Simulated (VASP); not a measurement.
VASP input:

File KPOINTS:
```
K-points
0
gamma
 3 3 3
0 0 0
```

POSCAR:
```
Cd4SeTe3
1
    6.5055969303     0.0000000000     0.0000000000
   -0.0000000000     6.5055969303    -0.0000000000
   -0.0000000000     0.0000000000     6.5055969303
Cd Te Se
4 3 1
Direct
  0.0077628129   0.9922371871   0.9922371871
  0.4922371871   0.5077628129   0.9922371871
  0.4922371871   0.9922371871   0.5077628129
  0.0077628129   0.5077628129   0.5077628129
  0.2500000000   0.2500000000   0.2500000000
  0.7500000000   0.7500000000   0.2500000000
  0.7500000000   0.2500000000   0.7500000000
  0.2500000000   0.7500000000   0.7500000000
```

**INCAR**
```
! general
SYSTEM  = Cd4SeTe3
PREC    = Accurate
ENCUT   = 400
LREAL   = .FALSE.
LASPH   = .TRUE.

! electronic loop
EDIFF   = 1E-6
NELM    = 100
ALGO    = Normal
LMAXMIX = 4

! smearing
ISMEAR  = 0
SIGMA   = 0.05

! functional
GGA     = PE

! ions
IBRION  = 2
NSW     = 60
ISIF    = 3
EDIFFG  = -0.02

! output
LWAVE   = .FALSE.
LCHARG  = .FALSE.
```

POTCAR, in this order: Cd Te Se (PBE.64 set). Program: vasp_std.

Task: Translate this PBE calculation to Quantum ESPRESSO's pw.x.

Result: One equivalent input (not run):
```
&CONTROL
  calculation = 'vc-relax'
  pseudo_dir = './pseudo'
  outdir = './out'
  tprnfor = .true.
  tstress = .true.
  nstep = 60
  forc_conv_thr = 0.00078
/
&SYSTEM
  ibrav = 0
  nat = 8
  ntyp = 3
  ecutwfc = 102
  occupations = 'smearing'
  smearing = 'gaussian'
  degauss = 0.003675
  input_dft = 'pbe'
/
&ELECTRONS
  conv_thr = 7.3e-08
  electron_maxstep = 100
/
&IONS
/
&CELL
/
ATOMIC_SPECIES
  Cd 112.414 Cd.upf
  Te 127.600 Te.upf
  Se 78.971 Se.upf
CELL_PARAMETERS angstrom
     6.5055969    0.0000000    0.0000000
    -0.0000000    6.5055969   -0.0000000
    -0.0000000    0.0000000    6.5055969
ATOMIC_POSITIONS crystal
  Cd   0.0077628  0.9922372  0.9922372
  Cd   0.4922372  0.5077628  0.9922372
  Cd   0.4922372  0.9922372  0.5077628
  Cd   0.0077628  0.5077628  0.5077628
  Te   0.2500000  0.2500000  0.2500000
  Te   0.7500000  0.7500000  0.2500000
  Te   0.7500000  0.2500000  0.7500000
  Se   0.2500000  0.7500000  0.7500000
K_POINTS automatic
  3 3 3 0 0 0
```
Limits of the translation: the potentials are each code's own (VASP's PAW set, PseudoDojo norm-conserving files in pw.x), so ENCUT and ecutwfc are chosen apart and not converted; conv_thr bounds pw.x's estimated SCF error, while EDIFF bounds the energy change between steps; forc_conv_thr acts on force components and is met together with etot_conv_thr.

The structure was generated: Cd4SeTe3 was put into an ordered model structure (P-43m), which need not be its known phase. This run relaxes it. Symmetry was kept, so distortions that lower it aren't found. The start is the result of an earlier pass.
